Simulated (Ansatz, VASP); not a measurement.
## MoS2: VASP beside Ansatz

Wanted: the spread between two codes on one cell, functional and k mesh. The cell is taken from a series of runs on this material, whose earlier steps may have relaxed, scaled, displaced or heated it; both programs get it as it stands.

Program: Ansatz 0.2.0. Level of theory: plane waves, with VASP 6.6.1 beside it; G0W0 gap at r2SCAN. Results are calculated unless marked as measured.

### 1. The starting structure

The structure is hexagonal, space group P6_3/mmc (No. 194). The conventional cell has a = 3.169 Å, b = 3.169 Å, c = 12.324 Å, α = 90.00°, β = 90.00°, γ = 120.00°. Nearest to Mo lie 6 S at 2.41 Å. S has 3 Mo at 2.41 Å nearest. Farther neighbours and most contacts between anions are not listed.

Structure file:

```xyz
6
Lattice="3.1690 0.0000 0.0000 -1.5845 2.7444 0.0000 0.0000 0.0000 12.3240" Properties=species:S:1:pos:R:3 pbc="T T T"
Mo    0.0000    1.8296    3.0810
Mo    1.5845    0.9148    9.2430
S     0.0000    1.8296    7.6779
S     1.5845    0.9148    1.5159
S     0.0000    1.8296   10.8081
S     1.5845    0.9148    4.6461
```

### 2. VASP: G0W0 gap, r2SCAN

Quasiparticle shifts depend on high empty states and on the cores, so they are the hardest test of two PAW sets.

Lines of VASP's logs that name or quote its potential files are left out, and so is its time.

The run reads the wave functions of an earlier VASP run, which isn't shown here.

INCAR

```
SYSTEM = MoS2
PREC = Accurate
ENCUT = 370
ISMEAR = 0
SIGMA = 0.01
LREAL = .FALSE.
METAGGA = R2SCAN
LASPH = .TRUE.
NBANDS = 880
ALGO = EVGW0
NELMGW = 1
ENCUTGW = 230
NOMEGA = 64
PRECFOCK = Fast
NBANDSGW = 40
LWAVE = .FALSE.
LCHARG = .FALSE.
```

POSCAR

```
MoS2
1.0
    3.1690000000      0.0000000000      0.0000000000
   -1.5845000000      2.7444345046      0.0000000000
    0.0000000000      0.0000000000     12.3240000000
Mo S
2 4
Direct
    0.3333333333      0.6666666667      0.2500000000
    0.6666666667      0.3333333333      0.7500000000
    0.3333333333      0.6666666667      0.6230000000
    0.6666666667      0.3333333333      0.1230000000
    0.3333333333      0.6666666667      0.8770000000
    0.6666666667      0.3333333333      0.3770000000
```

KPOINTS

```
Automatic mesh
0
Gamma
6 6 2
0 0 0
```

The projector-augmented-wave data sets are Mo_sv_GW and S_GW (PBE family, release 64).

Started as:

```sh
mpirun -np 8 vasp_std
```

Numbers of over 12 decimals in the logs are rounded to 6 here.

Output:

```text
[banner, memory and clock lines left out]
running    8 mpi-ranks, on    1 nodes
 distrk:  each k-point on    8 cores,    1 groups
 distr:  one band on    1 cores,    8 groups

 POSCAR found type information on POSCAR MoS
 POSCAR found :  2 types and       6 ions
|                                                                             |
|           W    W    AA    RRRRR   N    N  II  N    N   GGGG   !!!           |
|           W    W   A  A   R    R  NN   N  II  NN   N  G    G  !!!           |
|           W    W  A    A  R    R  N N  N  II  N N  N  G       !!!           |
|           W WW W  AAAAAA  RRRRR   N  N N  II  N  N N  G  GGG   !            |
|           WW  WW  A    A  R   R   N   NN  II  N   NN  G    G                |
|           W    W  A    A  R    R  N    N  II  N    N   GGGG   !!!           |
|                                                                             |
|     For optimal performance we recommend to set                             |
|       NCORE = 2 up to number-of-cores-per-socket                            |
|     NCORE specifies how many cores store one orbital (NPAR=cpu/NCORE).      |
|     This setting can greatly improve the performance of VASP for DFT.       |
|     The default, NCORE=1 might be grossly inefficient on modern             |
|     multi-core architectures or massively parallel machines. Do your        |
|     Unfortunately you need to use the default for GW and RPA                |
|     calculations (for HF NCORE is supported but not extensively tested      |
|     yet).                                                                   |
|                                                                             |

|                                                                             |
|               ----> ADVICE to this user running VASP <----                  |
|                                                                             |
|     You enforced a specific xc type in the INCAR file but a different       |
|     [... a line on the potential file left out ...]
|     I HOPE YOU KNOW WHAT YOU ARE DOING!                                     |
|                                                                             |

|                                                                             |
|           W    W    AA    RRRRR   N    N  II  N    N   GGGG   !!!           |
|           W    W   A  A   R    R  NN   N  II  NN   N  G    G  !!!           |
|           W    W  A    A  R    R  N N  N  II  N N  N  G       !!!           |
|           W WW W  AAAAAA  RRRRR   N  N N  II  N  N N  G  GGG   !            |
|           WW  WW  A    A  R   R   N   NN  II  N   NN  G    G                |
|           W    W  A    A  R    R  N    N  II  N    N   GGGG   !!!           |
|                                                                             |
|     The default for ENCUTGWSOFT is different in this version of VASP.       |
|     please manually set ENCUTGWSOFT =230 in the INCAR file.                 |
|                                                                             |

 LDA part: xc-table for (None), standard interpolation
 found WAVECAR, reading the header
 POSCAR, INCAR and KPOINTS ok, starting setup
 FFT: planning ... GRIDC
 FFT: planning ... GRID_SOFT
 FFT: planning ... GRID
 reading WAVECAR
 the WAVECAR file was read successfully
 initial charge from wavefunction
 available memory per node:     33.49 GB, setting MAXMEM to     34288

 The Fermi energy was updated, please check that it is located mid-gap
 values below the HOMO (VB) or above the LUMO (CB) will cause erroneous energies
 E-fermi :   7.8515

 calculate exact exchange contribution
 the WAVEDER file was read successfully
|                                                                             |
|           W    W    AA    RRRRR   N    N  II  N    N   GGGG   !!!           |
|           W    W   A  A   R    R  NN   N  II  NN   N  G    G  !!!           |
|           W    W  A    A  R    R  N N  N  II  N N  N  G       !!!           |
|           W WW W  AAAAAA  RRRRR   N  N N  II  N  N N  G  GGG   !            |
|           WW  WW  A    A  R   R   N   NN  II  N   NN  G    G                |
|           W    W  A    A  R    R  N    N  II  N    N   GGGG   !!!           |
|                                                                             |
|     Automatic setting of frequency mesh for GW failed. Frequency mesh       |
|     properly not suitable for determining QP energies. Consider             |
|     increasing number of kpoints.                                           |
|                                                                             |

energies w=
    0.000    0.000    0.710    0.000    1.417    0.000    2.122    0.000
    2.822    0.000    3.516    0.000    4.203    0.000    4.882    0.000
    5.552    0.000    6.213    0.000    6.865    0.000    7.508    0.000
    8.142    0.000    8.767    0.000    9.385    0.000    9.995    0.000
   10.599    0.000   11.198    0.000   11.792    0.000   12.383    0.000
   12.972    0.000   13.560    0.000   14.149    0.000   14.740    0.000
   15.334    0.000   15.932    0.000   16.538    0.000   17.152    0.000
   17.777    0.000   18.414    0.000   19.065    0.000   19.734    0.000
   20.423    0.000   21.134    0.000   21.873    0.000   22.641    0.000
   23.443    0.000   24.284    0.000   25.171    0.000   26.108    0.000
   27.104    0.000   28.166    0.000   29.306    0.000   30.535    0.000
   31.868    0.000   33.322    0.000   34.917    0.000   36.680    0.000
   38.642    0.000   40.843    0.000   43.335    0.000   46.182    0.000
   49.471    0.000   53.317    0.000   57.879    0.000   63.377    0.000
   70.135    0.000   78.638    0.000   89.655    0.000  104.479    0.000
  125.465    0.000  157.402    0.000  211.761    0.000  324.576    0.000
 responsefunction array rank=     872
 LDA part: xc-table for (None), standard interpolation

 min. memory requirement per mpi rank   1413.9 MB, per node  11311.3 MB

 allocating   8 responsefunctions rank=   872
 shmem allocating  64 responsefunctions rank=   872
 response function shared by NCSHMEM nodes    1
 Doing            8  frequencies on each core in blocks of           64
NQ=   1    0.0000    0.0000    0.0000,
|.........|.........|.........|.........|.........|.........|.........|.........
 performed       4182000 updates of chi_q(r,r)
 total number of BLAS operations      23331.80 Gflops
NQ=   2    0.1667   -0.0000    0.0000,
|.........|.........|.........|.........|.........|.........|.........|.........
 performed      11603000 updates of chi_q(r,r)
 total number of BLAS operations      64925.29 Gflops
NQ=   3    0.3333   -0.0000    0.0000,
|.........|.........|.........|.........|.........|.........|.........|.........
 performed      19024000 updates of chi_q(r,r)
 total number of BLAS operations     108326.98 Gflops
NQ=   4    0.5000   -0.0000    0.0000,
|.........|.........|.........|.........|.........|.........|.........|.........
 performed      24614000 updates of chi_q(r,r)
 total number of BLAS operations     140339.39 Gflops
NQ=   5    0.1667    0.1667    0.0000,
|.........|.........|.........|.........|.........|.........|.........|.........
 performed      32035000 updates of chi_q(r,r)
 total number of BLAS operations     182631.50 Gflops
NQ=   6    0.3333    0.1667    0.0000,
|.........|.........|.........|.........|.........|.........|.........|.........
 performed      40301000 updates of chi_q(r,r)
 total number of BLAS operations     230522.48 Gflops
NQ=   7    0.3333    0.3333    0.0000,
|.........|.........|.........|.........|.........|.........|.........|.........
 performed      45187000 updates of chi_q(r,r)
 total number of BLAS operations     260114.10 Gflops
NQ=   8    0.0000    0.0000    0.5000,
|.........|.........|.........|.........|.........|.........|.........|.........
 performed      49369000 updates of chi_q(r,r)
 total number of BLAS operations     283390.05 Gflops
NQ=   9    0.1667   -0.0000    0.5000,
|.........|.........|.........|.........|.........|.........|.........|.........
 performed      56790000 updates of chi_q(r,r)
 total number of BLAS operations     324488.09 Gflops
NQ=  10    0.3333   -0.0000    0.5000,
|.........|.........|.........|.........|.........|.........|.........|.........
 performed      64211000 updates of chi_q(r,r)
 total number of BLAS operations     367182.02 Gflops
NQ=  11    0.5000   -0.0000    0.5000,
|.........|.........|.........|.........|.........|.........|.........|.........
 performed      69801000 updates of chi_q(r,r)
 total number of BLAS operations     400571.15 Gflops
NQ=  12    0.1667    0.1667    0.5000,
|.........|.........|.........|.........|.........|.........|.........|.........
 performed      77222000 updates of chi_q(r,r)
 total number of BLAS operations     442863.25 Gflops
NQ=  13    0.3333    0.1667    0.5000,
|.........|.........|.........|.........|.........|.........|.........|.........
 performed      85488000 updates of chi_q(r,r)
 total number of BLAS operations     491772.56 Gflops
NQ=  14    0.3333    0.3333    0.5000,
|.........|.........|.........|.........|.........|.........|.........|.........
 performed      90374000 updates of chi_q(r,r)
 total number of BLAS operations     520957.43 Gflops
 resolving degeneracies of screened two electron integrals

 calculate QP shifts <psi_nk| G(iteration)W_0 |psi_nk>: iteration 1
 entering main loop
```

From OUTCAR (step 2):

```text
ion  position               nearest neighbor table
   1  0.333  0.667  0.250-   4 2.41   6 2.41   4 2.41   6 2.41   4 2.41   6 2.41
   2  0.667  0.333  0.750-   3 2.41   5 2.41   3 2.41   5 2.41   3 2.41   5 2.41
   3  0.333  0.667  0.623-   2 2.41   2 2.41   2 2.41
   4  0.667  0.333  0.123-   1 2.41   1 2.41   1 2.41
   5  0.333  0.667  0.877-   2 2.41   2 2.41   2 2.41
   6  0.667  0.333  0.377-   1 2.41   1 2.41   1 2.41

  LATTYP: Found a hexagonal cell.
 ALAT       =     3.1690000000
 C/A-ratio  =     3.8889239508

 Subroutine GETGRP returns: Found 24 space group operations
 (whereof 12 operations were pure point group operations)

The static configuration has the point symmetry D_3d.
 The point group associated with its full space group is D_6h.

 Found     14 irreducible k-points:

   k-points           NKPTS =     14   k-points in BZ     NKDIM =     72   number of bands    NBANDS=    880

   dimension x,y,z NGX =    20 NGY =   20 NGZ =   80
   dimension x,y,z NGXF=    40 NGYF=   40 NGZF=  160

   ENCUT  =  370.0 eV  27.19 Ry    5.21 a.u.   4.97  4.97 19.33*2*pi/ulx,y,z

   NELECT =      52.0000    total number of electrons

  energy-cutoff  :      370.00
  volume of cell :      107.18
      direct lattice vectors                 reciprocal lattice vectors
     3.169000000  0.000000000  0.000000000     0.315556958  0.182186895  0.000000000
    -1.584500000  2.744434505  0.000000000     0.000000000  0.364373789  0.000000000
     0.000000000  0.000000000 12.324000000     0.000000000  0.000000000  0.081142486

 k-points in reciprocal lattice and weights: Automatic mesh
   0.00000000  0.00000000  0.00000000       0.014
   0.16666667 -0.00000000  0.00000000       0.083
   0.33333333 -0.00000000  0.00000000       0.083
   0.50000000 -0.00000000  0.00000000       0.042
   0.16666667  0.16666667  0.00000000       0.083
   0.33333333  0.16666667  0.00000000       0.167
   0.33333333  0.33333333  0.00000000       0.028
   0.00000000  0.00000000  0.50000000       0.014
   0.16666667 -0.00000000  0.50000000       0.083
[...]
0.33333333  0.16666667  0.50000000       0.167
   0.33333333  0.33333333  0.50000000       0.028

 E-fermi :   7.8515

 QP shifts <psi_nk| G(iteration)W_0 |psi_nk>: iteration 1
 for sc-GW calculations column KS-energies equals QP-energies in previous step
 and V_xc(KS)=  KS-energies - (<T + V_ion + V_H > + <T+V_H+V_ion>^1  + <V_x>^1)
 k-point   1 :       0.0000    0.0000    0.0000
  band No.  KS-energies  QP-energies   sigma(KS)   V_xc(KS)     V^pw_x(r,r')   Z            occupation Imag(sigma)
    ...
     23       5.0847       4.8471     -16.5239     -16.2083     -17.7156       0.7529       2.0000       0.1940
     24       6.0498       5.5656     -14.6548     -14.0180     -16.2683       0.7604       2.0000       0.1927
     25       6.1808       5.9626     -15.7115     -15.4203     -16.4874       0.7494       2.0000       0.1721
     26       7.3563       7.1338     -16.6626     -16.3659     -16.9215       0.7499       2.0000       0.1112
     27       9.5937       9.8518     -15.2682     -15.6104     -10.9097       0.7541       0.0000      -0.2055
     28       9.5937       9.8518     -15.2682     -15.6104     -10.9097       0.7541       0.0000      -0.2055
     29       9.6223       9.8729     -15.1802     -15.5123     -10.8006       0.7543       0.0000      -0.2080
     30       9.6223       9.8729     -15.1802     -15.5123     -10.8006       0.7543       0.0000      -0.2080
    ...

 k-point   2 :       0.1667   -0.0000    0.0000
  band No.  KS-energies  QP-energies   sigma(KS)   V_xc(KS)     V^pw_x(r,r')   Z            occupation Imag(sigma)
    ...
     23       5.1684       4.7343     -14.6602     -14.0874     -16.3319       0.7578       2.0000       0.2113
     24       6.0848       5.6095     -14.6469     -14.0216     -16.2242       0.7601       2.0000       0.1871
     25       6.1296       5.9267     -16.0133     -15.7419     -16.8478       0.7479       2.0000       0.1754
     26       6.5626       6.3345     -16.1750     -15.8710     -16.8069       0.7505       2.0000       0.1476
     27       8.9709       9.1510     -14.9689     -15.2083     -10.8336       0.7525       0.0000      -0.1972
     28       9.3148       9.5265     -15.3540     -15.6373     -11.1978       0.7471       0.0000      -0.2108
     29       9.4022       9.6647     -15.5088     -15.8548     -10.9820       0.7587       0.0000      -0.2030
     30       9.5260       9.7415     -15.6557     -15.9450     -11.3248       0.7451       0.0000      -0.2330
    ...

 k-point   3 :       0.3333   -0.0000    0.0000
  band No.  KS-energies  QP-energies   sigma(KS)   V_xc(KS)     V^pw_x(r,r')   Z            occupation Imag(sigma)
    ...
     23       5.1727       4.7332     -14.7971     -14.2109     -16.6848       0.7497       2.0000       0.2323
     24       5.2499       4.9149     -15.5970     -15.1521     -17.1823       0.7530       2.0000       0.2142
     25       5.5027       5.2603     -15.3667     -15.0447     -16.4294       0.7526       2.0000       0.2027
     26       5.7579       5.5294     -15.7514     -15.4469     -16.7505       0.7507       2.0000       0.1905
     27       8.8571       9.1079     -15.7560     -16.0916     -11.4470       0.7475       0.0000      -0.2041
     28       8.9437       9.2414     -16.5409     -16.9421     -12.1952       0.7422       0.0000      -0.2039
     29       9.1038       9.3940     -16.6386     -17.0306     -12.2264       0.7403       0.0000      -0.2139
     30       9.5701       9.8346     -16.4174     -16.7744     -11.8203       0.7408       0.0000      -0.2510
    ...

 k-point   4 :       0.5000   -0.0000    0.0000
  band No.  KS-energies  QP-energies   sigma(KS)   V_xc(KS)     V^pw_x(r,r')   Z            occupation Imag(sigma)
    ...
     23       5.4752       5.0694     -14.8426     -14.3071     -16.4586       0.7578       2.0000       0.2008
     24       5.6790       5.2820     -15.0564     -14.5328     -16.5767       0.7583       2.0000       0.1911
     25       5.8998       5.5469     -14.6197     -14.1572     -15.6567       0.7628       2.0000       0.1733
     26       6.0259       5.7384     -15.2473     -14.8677     -16.1856       0.7576       2.0000       0.1707
     27       9.0584       9.4224     -17.7856     -18.2818     -13.1093       0.7335       0.0000      -0.2228
     28       9.1070       9.4652     -17.7758     -18.2653     -13.0713       0.7317       0.0000      -0.2270
     29       9.4605       9.7721     -17.0923     -17.5163     -12.2878       0.7350       0.0000      -0.2599
     30       9.7228      10.0339     -17.5005     -17.9255     -12.5525       0.7321       0.0000      -0.2812
    ...

[... 4 further parts left out ...]
```

(Continued in part 2 of 2.)

[Lines on the potential files, build, host, timing and source positions are cut from VASP's logs without a mark.]

[Logs are printed without paths, hosts, clocks, repeated set-up lines and the standing remarks that a program may print on its own settings, such as how far it seeks lower states.]

[Hosts, paths, dates, database ids (printed as entryN), source tags and the programs' standing remarks are cut or masked in the printed files.]
